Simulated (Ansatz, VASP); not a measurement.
**Two plane-wave programs on GaB2As3**

Contents of INCAR:

```
SYSTEM = GaB2As3
PREC = Accurate
ENCUT = 520
EDIFF = 1E-7
ISMEAR = 0
SIGMA = 0.1
LREAL = .FALSE.
LASPH = .TRUE.
NELM = 100
ALGO = Normal
ISIF = 2
LWAVE = .FALSE.
LCHARG = .FALSE.
GGA = PE
NBANDS = 26
```

The input KPOINTS:

```
Automatic mesh
0
G
  6 6 4
  0 0 0
```

File POSCAR:

```
GaB2As3
1.0
    4.4245132000      0.0000000000      0.0000000000
   -2.2122566000      3.8317408300      0.0000000000
    0.0000000000      0.0000000000      6.9744849700
Ga B As
1 2 3
Direct
    0.0000000000      0.0000000000      0.0000000000
    0.6666666700      0.3333333300      0.2483411600
    0.3333333300      0.6666666700      0.7516588400
    0.0000000000      0.0000000000      0.5000000000
    0.6666666700      0.3333333300      0.6493157700
    0.3333333300      0.6666666700      0.3506842300
```

Input for Ansatz:

```yaml
crystal:
  lattice:
    - [4.4245132, 0.0, 0.0]
    - [-2.2122566, 3.83174083, 0.0]
    - [0.0, 0.0, 6.97448497]
  atoms:
    - { symbol: Ga, position: [0.0, 0.0, 0.0] }
    - { symbol: B, position: [0.66666667, 0.33333333, 0.24834116] }
    - { symbol: B, position: [0.33333333, 0.66666667, 0.75165884] }
    - { symbol: As, position: [0.0, 0.0, 0.5] }
    - { symbol: As, position: [0.66666667, 0.33333333, 0.64931577] }
    - { symbol: As, position: [0.33333333, 0.66666667, 0.35068423] }
basis:
  ecutwfc: 420
kpoints:
  mp_grid: { grid: [6, 6, 4] }
hamiltonian:
  xc: pbe
scf:
  occupations: { method: gaussian, width: 0.1 }
  lower_state_search: "off"
output:
  forces: true
  stress: true
  eigenvalues: true
```

Change from the starting cell: species swapped into the Li3GdBi2 type (P-3m1, No. 164).

Alike in both runs: task single point; functional PBE; k mesh 6 × 6 × 4; occupations gaussian, width 0.1 eV; no spin polarisation.

```csv
,VASP,Ansatz
version,VASP 6.6.1,Ansatz 0.2.0
potentials or method,"VASP PAW PBE potentials, release 64 (Ga_d, B, As)","scalar-relativistic, plane waves, PAW"
plane-wave cutoff (eV),520,420
valence electrons in the cell,34,64
```

```tsv
	VASP	Ansatz	Ansatz less VASP
gap on the k mesh at the Fermi level (eV)	none	none	-
pressure (GPa)	-6.8	-6.9	-0.05
largest component of the traceless stress (GPa)	0.99	0.96	-0.025
rms of the force components (eV/Å)	0.302	0.302	-0.0003
```

Atom by atom the forces differ by 0.001 eV/Å (rms over components). A gap of «none» marks a metal or a gap that the smearing closes. The two sets of potentials don't hold the same shells in valence.
